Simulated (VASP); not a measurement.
Here is a VASP 6.6.1 calculation.

The input INCAR:

```
SYSTEM = RbH3Pb
PREC = Accurate
ENCUT = 520
EDIFF = 1E-6
ISMEAR = 0
SIGMA = 0.05
LREAL = .FALSE.
LASPH = .TRUE.
NELM = 100
ALGO = Normal
ISIF = 2
LWAVE = .FALSE.
LCHARG = .FALSE.
GGA = PE
NBANDS = 21
```

The input KPOINTS:

```
regular mesh
0
G
  4 4 4
  0 0 0
```

The input POSCAR:

```
RbH3Pb
1.0
    5.0800000000      0.0000000000      0.0000000000
    0.0000000000      5.0800000000      0.0000000000
    0.0000000000      0.0000000000      5.0800000000
Rb Pb H
1 1 3
Direct
    0.0000000000      0.0000000000      0.0000000000
    0.5000000000      0.5000000000      0.5000000000
    0.5000000000      0.5000000000      0.0000000000
    0.5000000000      0.0000000000      0.5000000000
    0.0000000000      0.5000000000      0.5000000000
```

Potentials or basis: VASP PAW PBE potentials, release 64 (Rb_sv, Pb_d, H).

The run is started by

```console
$ cat potpaw_PBE.64/Rb_sv/POTCAR potpaw_PBE.64/Pb_d/POTCAR potpaw_PBE.64/H/POTCAR > POTCAR
$ mpirun -np 1 vasp_std > vasp.out
```

(1) Estimate the band gap on the k mesh.

(2) Predict the pressure.

## Answers

(1) 1.20 eV, indirect (least direct gap 1.28 eV).

(2) -3.6 GPa.

Caveat: spin-orbit coupling is left out, which as a rule narrows the gap of such compounds by several tenths of an eV.
